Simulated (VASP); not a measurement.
Level of theory: PW91 GGA, VASP's PBE PAW potentials (set 64) (plane waves; VASP).

VASP ran on this input.

**POSCAR**
```
SnO
1
    3.8700752208     0.0000000000     0.0000000000
    0.0000000000     3.8700752208     0.0000000000
    0.0000000000    -0.0000000000     4.9990755591
Sn O
2 2
Direct
  0.5000000000   0.0000000000   0.7682935314
  0.0000000000   0.5000000000   0.2317064686
  0.5000000000   0.5000000000   0.0000000000
  0.0000000000   0.0000000000   0.0000000000
```

**INCAR**
```
ALGO = Normal
EDIFF = 1E-6
EDIFFG = -0.02
ENCUT = 520
GGA = 91
IBRION = 2
ISIF = 3
ISMEAR = 0
LASPH = .TRUE.
LCHARG = .FALSE.
LMAXMIX = 4
LREAL = .FALSE.
LWAVE = .FALSE.
NELM = 100
NSW = 60
PREC = Accurate
SIGMA = 0.05
SYSTEM = SnO
```

KPOINTS:
```
Automatic mesh
0
gamma
  5 5 4
```

POTCAR, in this order: Sn_d O (PBE.64 set). Program: vasp_std.

Output of the run:

**OSZICAR**
```
       N       E                     dE             d eps       ncg     rms          rms(c)
DAV:   1     0.403044973281E+03    0.40304E+03   -0.20635E+04   864   0.250E+03
DAV:   2     0.317791585059E+02   -0.37127E+03   -0.36568E+03   928   0.571E+02
DAV:   3    -0.246234873918E+02   -0.56403E+02   -0.55426E+02  1048   0.195E+02
DAV:   4    -0.268222640544E+02   -0.21988E+01   -0.21965E+01   968   0.438E+01
DAV:   5    -0.268897221200E+02   -0.67458E-01   -0.67449E-01  1160   0.755E+00    0.120E+01
DAV:   6    -0.229790349457E+02    0.39107E+01   -0.27995E+01  1448   0.546E+01    0.494E+00
DAV:   7    -0.229405380664E+02    0.38497E-01   -0.25978E+00  1008   0.102E+01    0.259E+00
DAV:   8    -0.229424211461E+02   -0.18831E-02   -0.66672E-01  1216   0.556E+00    0.109E+00
DAV:   9    -0.229169086224E+02    0.25513E-01   -0.20421E-01  1328   0.407E+00    0.277E-01
DAV:  10    -0.229198306911E+02   -0.29221E-02   -0.27795E-02  1280   0.144E+00    0.267E-01
DAV:  11    -0.229181947106E+02    0.16360E-02   -0.10172E-02  1368   0.886E-01    0.268E-02
DAV:  12    -0.229182999057E+02   -0.10520E-03   -0.94149E-04   944   0.192E-01    0.436E-02
DAV:  13    -0.229182912715E+02    0.86342E-05   -0.11865E-04  1424   0.112E-01    0.506E-03
DAV:  14    -0.229182912130E+02    0.58534E-07   -0.86636E-06  1120   0.274E-02
   1 F= -.22918291E+02 E0= -.22918291E+02  d E =-.229183E+02
       N       E                     dE             d eps       ncg     rms          rms(c)
DAV:   1    -0.229188675044E+02   -0.57623E-03   -0.37605E-02  1072   0.149E+00    0.135E-01
DAV:   2    -0.229186020555E+02    0.26545E-03   -0.15095E-03  1256   0.446E-01    0.786E-02
DAV:   3    -0.229184738461E+02    0.12821E-03   -0.17839E-04  1232   0.173E-01    0.286E-02
DAV:   4    -0.229184577308E+02    0.16115E-04   -0.49956E-05  1312   0.705E-02    0.506E-03
DAV:   5    -0.229184573344E+02    0.39646E-06   -0.92441E-06   984   0.332E-02
   2 F= -.22918457E+02 E0= -.22918457E+02  d E =-.166121E-03
```

OUTCAR:
```
------------------------ aborting loop because EDIFF is reached ----------------------------------------
  FORCE on cell =-STRESS in cart. coord.  units (eV):
  Direction    XX          YY          ZZ          XY          YZ          ZX
  --------------------------------------------------------------------------------------
  Total       -0.0442207     -0.0442207      0.0387576      0.0000000      0.0000000      0.0000000
  in kB       -0.9460446     -0.9460446      0.8291694      0.0000000      0.0000000      0.0000000
  external PRESSURE =      -0.3543066 kB  Pullay stress =       0.0000000 kB
  volume of cell :       74.89
      direct lattice vectors                 reciprocal lattice vectors
     3.868104733  0.000000000  0.000000000     0.258524541  0.000000000  0.000000000
     0.000000000  3.868104733  0.000000000     0.000000000  0.258524541  0.000000000
     0.000000000 -0.000000000  5.005272795     0.000000000 -0.000000000  0.199789310
 POSITION                                       TOTAL-FORCE (eV/Angst)
 -----------------------------------------------------------------------------------
      1.93405     -0.00000      3.84412         0.000000     -0.000000      0.006478
      0.00000      1.93405      1.16116         0.000000      0.000000     -0.006478
      1.93405      1.93405      0.00000         0.000000      0.000000      0.000000
      3.86810      3.86810      0.00000         0.000000     -0.000000      0.000000
 -----------------------------------------------------------------------------------
    total drift:                                0.000000      0.000000     -0.000000
  FREE ENERGIE OF THE ION-ELECTRON SYSTEM (eV)
  ---------------------------------------------------
  free  energy   TOTEN  =       -22.9184573344 eV

  energy  without entropy=      -22.9184573344  energy(sigma->0) =      -22.91845733

 reached required accuracy - stopping structural energy minimisation
```
(Selected blocks of OUTCAR.)

File CONTCAR:
```
SnO
   1.00000000000000
     3.8681047331261129    0.0000000000000000    0.0000000000000000
     0.0000000000000000    3.8681047331261129    0.0000000000000000
     0.0000000000000000   -0.0000000000000000    5.0052727951173113
  Sn              O
     2     2
Direct
     0.5000000000000000    0.0000000000000000    0.7680135449212310
     0.0000000000000000    0.5000000000000000    0.2319864550787690
     0.5000000000000000    0.5000000000000000    0.0000000000000000
     1.0000000000000000    1.0000000000000000    0.0000000000000000
```

Without a dispersion term in the relaxation, distances and binding between the weakly bound layers, chains or molecules are unreliable, and so is what depends on them.

The compound is SnO in the litharge structure. This run relaxes it. Symmetry was kept, so distortions that lower it aren't found. The start is the result of an earlier pass.
